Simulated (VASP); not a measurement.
Energy against volume of Na (bcc). Level of theory: RPBE GGA, VASP's PBE PAW potentials (set 64) (plane waves; VASP 6.6.1).

```
V (Å³/atom)  E (eV/atom)
-----------  -----------
36.750          -1.18766
37.923          -1.19092
39.096          -1.19231
40.269          -1.19208
41.442          -1.19046
```

Q: Fit a third-order Birch-Murnaghan equation of state.

A: 
| Property | Value |
|---|---|
| volume per atom | 39.50 Å³/atom |
| bulk modulus | 7.1 GPa |
| pressure derivative of the bulk modulus | 3.94 |
| lattice constant a | 4.291 Å |

Measured: bulk modulus 7.9 GPa at 0 K (computed value off by -10.6 %), as given by Daniel Mejia-Rodriguez et al., Physical Review B (2018), arXiv:1807.09216 [0 K value with the zero-point phonon effect removed]; a 4.214 Å at 0 K (computed value off by +1.8 %), as given by Daniel Mejia-Rodriguez et al., Physical Review B (2018), arXiv:1807.09216 [static lattice: zero-point anharmonic expansion removed].

The compound is Na in the bcc structure. It was relaxed first.
